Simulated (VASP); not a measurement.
Write the native input for VASP 6.6.1 that does the following.

| Item | Value |
| --- | --- |
| Task | electric field gradients |
| Functional | PBE |
| Potentials or basis | VASP PAW PBE potentials, release 64 (Sr_sv, Rh_pv, N) |
| Cutoff | 520 eV |
| k mesh | 4 × 4 × 5 |
| Occupations | fermi-dirac, width 0.02 eV |
| Spin | no spin polarisation |
| Dipole correction | no |
| Further INCAR settings | ALGO = Fast; EDIFF = 1e-08; NBANDS = 73 |

The structure of Sr3RhN3 lies in POSCAR:

```
Sr3RhN3
1.0
    7.6895252977      0.0000000000      0.0000000000
   -3.8447626489      6.6593242509      0.0000000000
    0.0000000000      0.0000000000      5.3062733500
Sr Rh N
6 2 6
Direct
    0.9059411300      0.6366907900      0.2500000000
    0.7307496600      0.0940588700      0.2500000000
    0.3633092100      0.2692503400      0.2500000000
    0.0940588700      0.3633092100      0.7500000000
    0.2692503400      0.9059411300      0.7500000000
    0.6366907900      0.7307496600      0.7500000000
    0.6666666667      0.3333333333      0.7500000000
    0.3333333333      0.6666666667      0.2500000000
    0.8935441400      0.5942948700      0.7500000000
    0.7007507300      0.1064558600      0.7500000000
    0.4057051300      0.2992492700      0.7500000000
    0.1064558600      0.4057051300      0.2500000000
    0.2992492700      0.8935441400      0.2500000000
    0.5942948700      0.7007507300      0.2500000000
```

The cell comes from a database or a generator and needn't be the stable form of this composition.

These files were run (other wordings do the same):

INCAR

```
SYSTEM = Sr3RhN3
PREC = Accurate
ENCUT = 520
EDIFF = 1E-8
ISMEAR = -1
SIGMA = 0.02
LREAL = .False.
LASPH = .True.
NELM = 60
ALGO = Fast
ISIF = 2
LWAVE = .False.
LCHARG = .False.
GGA = PE
LEFG = .True.
NBANDS = 73
```

KPOINTS

```
Automatic mesh
0
Gamma
  4 4 5
  0 0 0
```

Potentials or basis: VASP PAW PBE potentials, release 64 (Sr_sv, Rh_pv, N).

Run with:

```bash
$ cat potpaw_PBE.64/Sr_sv/POTCAR potpaw_PBE.64/Rh_pv/POTCAR potpaw_PBE.64/N/POTCAR > POTCAR
$ mpirun -np 1 vasp_std > vasp.out
```

Results of the run:

* Pressure: 1.1 GPa
* Largest force: 0.159 eV/Å
* Band gap on the k mesh: none (metal or under the smearing width)

It took 12 min on 1 thread of Intel(R) Xeon(R) Platinum 8488C (Sapphire Rapids), on a shared host, peak memory 0.48 GiB.
